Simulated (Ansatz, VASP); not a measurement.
# TiGe: VASP beside Ansatz

Aim: how closely do two programs agree when they are given the same cell, functional and k mesh? The cell is generated by rule, not measured, and may not be a known phase. The cell is taken from a series of runs on this material, whose earlier steps may have relaxed, scaled, displaced or heated it; both programs get it as it stands.

Program: Ansatz 0.2.0. Level of theory: plane waves, with VASP 6.6.1 beside it; zone-centre phonons at PBE. Results are calculated unless marked as measured.

The structure was built from a prototype and need not be the compound's stable phase.

### Step 1. Set-up

The structure is hexagonal, space group P6_3/mmc (No. 194). The conventional cell has a = 4.449 Å, b = 4.449 Å, c = 5.064 Å, α = 90.00°, β = 90.00°, γ = 120.00°. Ti has 5 Ge at 2.53 to 2.57 Å nearest. Nearest to Ge lie 5 Ti at 2.53 to 2.57 Å. Farther neighbours are not listed.

### Step 2. Ansatz: zone-centre phonons, PBE

Ansatz runs on its default PAW (the set named soft_2) files.

Second derivatives magnify differences that forces hide, and they need a tight electronic threshold.

Contents of input.yaml:

```yaml
crystal:
  lattice:
    - [4.4490299543, 3.2118e-06, 0.0]
    - [-2.2245177587, 3.8529713567, 0.0]
    - [0.0, 0.0, 5.0637889032]
  atoms:
    - { symbol: Ti, position: [0.3333333333, 0.6666666667, -0.0625] }
    - { symbol: Ti, position: [0.6666666667, 0.3333333333, 0.4375] }
    - { symbol: Ge, position: [0.3333333333, 0.6666666667, 0.4375] }
    - { symbol: Ge, position: [0.6666666667, 0.3333333333, 0.9375] }
kpoints:
  mp_grid: { grid: [10, 10, 8] }
hamiltonian:
  xc: pbe
scf:
  occupations: { method: methfessel_paxton, width: 0.15 }
output:
  eigenvalues: true
phonons:
  method: dfpt
```

On the command line:

```console
> ansatz run input.yaml --threads 4 --pin off --max-ram 7168MiB --backend cpu --events-out ev --progress --plain --runs-dir out
```

Numbers of over 12 decimals in the logs are rounded to 6 here.

Log:

```text
Engine: ansatz 0.2.0, x86_64-unknown-linux-gnu
Pseudopotentials: kind: paw
Pseudopotential: Ti, paw, valence charge 12, recommended cutoff 420 eV (normal), Ti.paw.azcp
Pseudopotential: Ge, paw, valence charge 14, recommended cutoff 420 eV (normal), Ge.paw.azcp
Functional definition: PBE
  parameter kappa = 0.804
  parameter beta = 0.066725
  exchange = pbe_x(kappa = kappa, mu = beta*pi^2/3)
  correlation = pbe_c(beta = beta)
Crystal: 4 atoms, lattice volume = 86.803 Å³
Basis set: ecut = 420 eV, 1727 PW (Γ), exchange–correlation on 60×60×80 points (8 copies of the dense FFT grid, shifted against one another)
Bands: 32, of which v1, the nominal top of the filled ones, is band 26 counted from 1 (25 counted from 0)
Symmetry: 24 space group operations
k-points: 227 of 800 (irreducible under 2 space group operations, time reversal used)
Non-local potential: Ti, projectors of the file, l = 0: 3, l = 1: 2, l = 2: 3, l = 3: 1
Non-local potential: Ge, projectors of the file, l = 0: 2, l = 1: 2, l = 2: 3, l = 3: 1
PAW form: soft (Blöchl's): semilocal exchange-correlation on the pseudo side does not see the compensation charge
PAW one-centre angular grid: Ti, 590 points (default); XC on 64 Gauss nodes
PAW one-centre angular grid: Ge, 590 points (default); XC on 64 Gauss nodes
Initial density: superposition of atomic densities (neutral atoms: chi_scale 0, normalization atom), corrected by the library's trained network
Initial wavefunctions: pseudopotential atomic-orbital guess
Functional: x = pbe(κ = 0.804, μ = 0.219515), c = pbe(β = 0.066725)
SCF iter   1: F=—  HF=-13589.933609 eV  |F-HF|=—  |Δ(HF+E_count)|=         —  Δρ=5.78e-3  dr2=2.70e-2  ethr=1.77e-3  ⟨swp⟩=5.1  Hψ=28599  notcnv=0
preconditioner: auto → LDOS  [insulator: Δε(μ)=0.112 eV  Ē_g=15.999 eV  σ=0.150 eV  W_gap=0.51  n_scr=22 (ndim 8)  ℏωp=23.9 eV  f_vac=0.051  D(μ)=0.76/eV (n_scr^D=2)  ε∞_Penn≈3.2  β→1.0]
SCF iter   2: F=—  HF=-13589.934984 eV  |F-HF|=—  |Δ(HF+E_count)|=   1.37e-3  S|Δr|=    0.00e0  Δρ=6.34e-3  dr2=4.36e-2  ethr=5.20e-5  ⟨swp⟩=2.0  Hψ=16128  notcnv=0  defer=214
SCF iter   3: F=—  HF=-13589.926799 eV  |F-HF|=—  |Δ(HF+E_count)|=   8.19e-3  S|Δr|=    0.00e0  Δρ=2.64e-3  dr2=7.93e-3  ethr=5.20e-5  ⟨swp⟩=2.0  Hψ=13700  notcnv=0  defer=214
SCF iter   4: F=—  HF=-13589.925195 eV  |F-HF|=—  |Δ(HF+E_count)|=   1.60e-3  S|Δr|=    0.00e0  Δρ=4.35e-4  dr2=2.16e-4  ethr=1.52e-5  ⟨swp⟩=2.0  Hψ=8393  notcnv=0  defer=214
SCF iter   5: F=—  HF=-13589.925160 eV  |F-HF|=—  |Δ(HF+E_count)|=   3.48e-5  S|Δr|=    0.00e0  Δρ=2.67e-5  dr2=5.39e-7  ethr=4.16e-7  ⟨swp⟩=2.0  Hψ=8587  notcnv=0  defer=214
SCF iter   6: F=—  HF=-13589.925161 eV  |F-HF|=—  |Δ(HF+E_count)|=   1.10e-6  S|Δr|=    0.00e0  Δρ=1.01e-5  dr2=7.61e-8  ethr=1.04e-9  ⟨swp⟩=2.1  Hψ=13196  notcnv=0  defer=62
SCF iter   7: F=—  HF=-13589.925161 eV  |F-HF|=—  |Δ(HF+E_count)|=   3.51e-8  S|Δr|=    0.00e0  Δρ=2.80e-6  dr2=3.49e-9  ethr=1.46e-10  ⟨swp⟩=2.0  Hψ=11133  notcnv=0  defer=62
SCF iter   8: F=—  HF=-13589.925161 eV  |F-HF|=—  |Δ(HF+E_count)|=  7.64e-10  S|Δr|=    0.00e0  Δρ=2.95e-7  dr2=4.70e-11  ethr=6.71e-12  ⟨swp⟩=2.0  Hψ=11140  notcnv=0  defer=62
SCF iter   9: F=-13589.925161 eV  HF=-13589.925161 eV  |F-HF|=1.82e-12  |Δ(HF+E_count)|=  7.28e-12  S|Δr|=    0.00e0  Δρ=5.55e-8  dr2=2.18e-12  ethr=1.00e-12  ⟨swp⟩=7.9  Hψ=31978  notcnv=0
the search or the solves at the SCF's close seem to have found levels that the self-consistency loop had missed (the run counts 4). By its estimate they hold under 1e-12 electrons; where the run keeps them, the occupations were computed again with them
SCF 1 converged in 9 iterations: F = -13589.925161 eV  dr2 = 2.18e-12
  greatest PAW one-centre occupation: 0.999 electrons in one spin orbital (limit 2), on the Ti atom at site 1 (counted from 0), in its partial waves of l = 0
DFPT response loops at Γ: preconditioner auto → Kerker (q_TF=auto, 2.505 Å⁻¹) (partly filled bands, converged f_vac=0.052); β = 1.00, the filter's whole step (`scf.mixing.beta` (0.50) is not read by the response loops under this deck's `scf.mixing.preconditioner`; to damp them name `kerker` or `kerker_dos`, under which they read `scf.mixing.beta`, and type it under 1.00, their step now; both keys bind the ground state too); Broyden in place of MSR1
SCF converged after 9 iterations
Stability not checked: this state was not tested for a lower state beside it, because cold or Methfessel-Paxton smearing, or corrected tetrahedra, fill the levels in a way that the test cannot read (fill_not_monotonic; see scf.lower_state_search)
Free energy (F): -13589.925161 eV
Harris-Foulkes:  -13589.925161 eV  (|F-HF|=1.82e-12)
Internal energy: -13589.927008 eV  (E = F + TS)
E sigma→0 (E₀):  -13589.925623 eV
Entropy (-TS):   0.001847 eV (0.462 meV/atom)
Fermi energy:    8.947514 eV
--- Per-component energies (eV) ---
  E_band       = -681.906477
  E_kinetic    = 766.878933
  E_local      = -7117.401223  (includes V_loc(G=0)·N_el)
  E_nonlocal   = 853.069399
  E_hartree    = 3076.831190
  E_xc         = -346.274685
  E_vxc        = -373.268041  (∫ρ·V_xc dr)
  E_paw        = -6133.304628  (= ΣΔE_a)
  E_vpaw       = -964.849000  (= ΣTr[D̂ρ^β])
  E_aug_tail   = 0.000997  (compensation charges beyond the density's cutoff)
  E_ewald      = -4689.726991
  E_smearing   = 0.001847  (= −TS)
  E_closure    = -0.000000  (closes the sum)
  Σ components = -13589.925161   (vs F -13589.925161, Δ=0.00e0)
--- Band table (eV; the first three rows and the last of 227) ---
  k-point 0: bands = [... 22 lower, 7.2442, 7.7317, 7.7317, 9.2048, 9.2048, 9.8159, 10.5498, 10.5498, ... 2 higher]
  k-point 1: bands = [... 22 lower, 7.2200, 7.6351, 7.6351, 9.3514, 9.3514, 9.5210, 10.5817, 10.5817, ... 2 higher]
  k-point 2: bands = [... 22 lower, 7.1692, 7.4413, 7.4413, 8.7574, 9.6847, 9.6847, 10.6221, 10.6221, ... 2 higher]
  k-point 226: bands = [... 22 lower, 7.4593, 7.7529, 8.2713, 8.3771, 9.3780, 9.4984, 10.1876, 10.3482, ... 2 higher]
--- Phonons (Γ-DFPT): 4 representative perturbations + reference, on 227 of 800 k-points (Σ response iterations 13) ---
  k mesh reduced under 2 symmetry operations, with k and −k counted as one. Each operation leaves every solved perturbation unchanged. A smaller set is not used because it would not reduce the number of displacements times k-points to solve
  ASR residual: 6.715e-5 → 0.000e0 eV/Å²; symmetrization residual: 2.260e-4 eV/Å²
  ASR residual per site (eV/Å²): 6.72e-5 6.72e-5 4.87e-5 4.87e-5
  Γ frequencies (cm⁻¹): 0.00 0.00 0.00 103.18 121.68 121.68 250.28 250.28 260.97 260.97 294.90 315.40
  non-analytic LO–TO correction: not included (Born effective charges unavailable; polar crystals: no LO–TO splitting at Γ)
```

In the SCF lines HF is the Harris–Foulkes energy and dr2 the Hartree energy of the density residual, in eV; the loop may stop once dr2 is under the threshold and the program's other checks hold. Hψ counts applications of the Hamiltonian.

[end of part 1 of 3]

[Lines on the potential files, build, host, timing and source positions are cut from VASP's logs without a mark.]

[Logs are printed without paths, hosts, clocks, repeated set-up lines and the standing remarks that a program may print on its own settings, such as how far it seeks lower states.]

[Hosts, paths, dates, database ids (printed as entryN), source tags and the programs' standing remarks are cut or masked in the printed files.]
